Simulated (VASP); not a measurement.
Data:

```
CELL_PARAMETERS angstrom
      0.00000     2.38999     2.38999
      2.38999     0.00000     2.38999
      2.38999     2.38999     0.00000
ATOMIC_POSITIONS crystal
  Na 0.00000 0.00000 0.00000
  H  0.50000 0.50000 0.50000
```

Method: r2SCAN meta-GGA, VASP's PBE PAW potentials (set 64) (plane waves; VASP). Settings: 520 eV cut-off, 11×11×11 Γ-centred mesh, tetrahedra with Blöchl corrections, potentials Na_pv H.

Estimate the energy per atom (σ→0), band gap (over mesh and band path) with the smallest direct gap where there is one.

```
Property                                                       Result
---------------------------------------------  ----------------------
band gap (over mesh and band path)                            4.43 eV
smallest direct gap (over mesh and band path)                 5.28 eV
energy per atom (σ→0)                          -366.8 kJ/mol of atoms
```

The compound is NaH in the rock salt structure. It was relaxed first, which changed the volume by -6 %.
